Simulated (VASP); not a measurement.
Output of a VASP run:

**OSZICAR**
```
       N       E                     dE             d eps       ncg     rms          rms(c)
DAV:   1     0.197083921719E+03    0.19708E+03   -0.12554E+04   960   0.176E+03
DAV:   2     0.902879895611E+01   -0.18806E+03   -0.18405E+03  1024   0.393E+02
DAV:   3    -0.114203895166E+02   -0.20449E+02   -0.19896E+02  1246   0.122E+02
DAV:   4    -0.120412019186E+02   -0.62081E+00   -0.62006E+00  1188   0.217E+01
DAV:   5    -0.120541574261E+02   -0.12956E-01   -0.12951E-01  1452   0.326E+00    0.490E+00
DAV:   6    -0.118168325711E+02    0.23732E+00   -0.62581E-01  1405   0.852E+00    0.318E+00
DAV:   7    -0.118024381592E+02    0.14394E-01   -0.14533E-01  1187   0.267E+00    0.103E+00
DAV:   8    -0.118027111283E+02   -0.27297E-03   -0.11582E-02  1188   0.107E+00    0.270E-01
DAV:   9    -0.118032066601E+02   -0.49553E-03   -0.14002E-03  1135   0.305E-01    0.806E-02
DAV:  10    -0.118032151896E+02   -0.85295E-05   -0.12425E-04  1342   0.856E-02    0.311E-02
DAV:  11    -0.118032456260E+02   -0.30436E-04   -0.52430E-05  1032   0.443E-02    0.917E-03
DAV:  12    -0.118032456011E+02    0.24924E-07   -0.22831E-06  1343   0.132E-02    0.643E-03
DAV:  13    -0.118032461171E+02   -0.51600E-06   -0.20309E-06  1016   0.813E-03    0.171E-03
DAV:  14    -0.118032462073E+02   -0.90185E-07   -0.68048E-08   916   0.176E-03
   1 F= -.12999949E+02 E0= -.12999949E+02  d E =-.129999E+02
       N       E                     dE             d eps       ncg     rms          rms(c)
DAV:   1    -0.118032502149E+02   -0.40978E-05   -0.12188E-03   973   0.193E-01    0.134E-02
DAV:   2    -0.118032531200E+02   -0.29051E-05   -0.65908E-05  1281   0.559E-02    0.595E-03
DAV:   3    -0.118032522805E+02    0.83948E-06   -0.11396E-06  1038   0.112E-02    0.365E-03
DAV:   4    -0.118032517146E+02    0.56593E-06   -0.30565E-07  1026   0.817E-03    0.733E-04
DAV:   5    -0.118032516514E+02    0.63186E-07   -0.88642E-08   547   0.261E-03
   2 F= -.12999970E+02 E0= -.12999970E+02  d E =-.217723E-04
```

OUTCAR:
```
------------------------ aborting loop because EDIFF is reached ----------------------------------------
  Edisp (eV):   -1.19672
  FORCE on cell =-STRESS in cart. coord.  units (eV):
  Direction    XX          YY          ZZ          XY          YZ          ZX
  --------------------------------------------------------------------------------------
  Total      -0.01132    -0.01132    -0.01946     0.00000    -0.00000     0.00000
  in kB      -0.23610    -0.23610    -0.40596     0.00000    -0.00000     0.00000
  external pressure =       -0.29 kB  Pullay stress =        0.00 kB
  volume of cell :       76.80
      direct lattice vectors                 reciprocal lattice vectors
     1.920097080 -3.325705914 -0.000000000     0.260403500 -0.150344021  0.000000000
     1.920097080  3.325705914  0.000000000     0.260403500  0.150344021  0.000000000
     0.000000000  0.000000000  6.013606718     0.000000000 -0.000000000  0.166289557
 POSITION                                       TOTAL-FORCE (eV/Angst)
 -----------------------------------------------------------------------------------
      3.84019      0.00000      0.00000        -0.000000      0.000000      0.000000
      1.92010      1.10857      1.59377         0.000000     -0.000000      0.008479
      1.92010     -1.10857      4.41983        -0.000000      0.000000     -0.008479
 -----------------------------------------------------------------------------------
    total drift:                                0.000000      0.000000      0.000000
  FREE ENERGIE OF THE ION-ELECTRON SYSTEM (eV)
  ---------------------------------------------------
  free  energy   TOTEN  =       -12.9999703796 eV

  energy  without entropy=      -12.9999703796  energy(sigma->0) =      -12.99997038

 reached required accuracy - stopping structural energy minimisation
```
(Selected blocks of OUTCAR.)

**POSCAR**
```
SnSe2
1
    1.9202077425    -3.3258975875     0.0000000000
    1.9202077425     3.3258975875     0.0000000000
    0.0000000000     0.0000000000     6.0129136033
Sn Se
1 2
Direct
  0.0000000000   0.0000000000   0.0000000000
  0.3333330000   0.6666670000   0.2648861837
  0.6666670000   0.3333330000   0.7351138163
```

### Question
Reconstruct the remaining input files.

### Answer
This is not unique; one that fits is the input of the run itself, PBE GGA with D4 dispersion, plane waves, VASP's PBE PAW potentials (set 64).

KPOINTS:
```
Automatic
0
gamma
7 7 4
```

**INCAR**
```
SYSTEM = SnSe2
PREC = Accurate; ENCUT = 520; LREAL = .False.
LASPH = .True.
EDIFF = 1E-7; NELM = 100; ALGO = Normal
LMAXMIX = 4
ISMEAR = 0; SIGMA = 0.05
GGA = PE; IVDW = 13
IBRION = 2; NSW = 30; ISIF = 4
EDIFFG = -0.01
LWAVE = .False.; LCHARG = .False.
```

POTCAR, in this order: Sn_d Se (PBE.64 set). Program: vasp_std.

The compound is SnSe2 in the 1T layered structure. This run relaxes it. Symmetry was kept, so distortions that lower it aren't found.
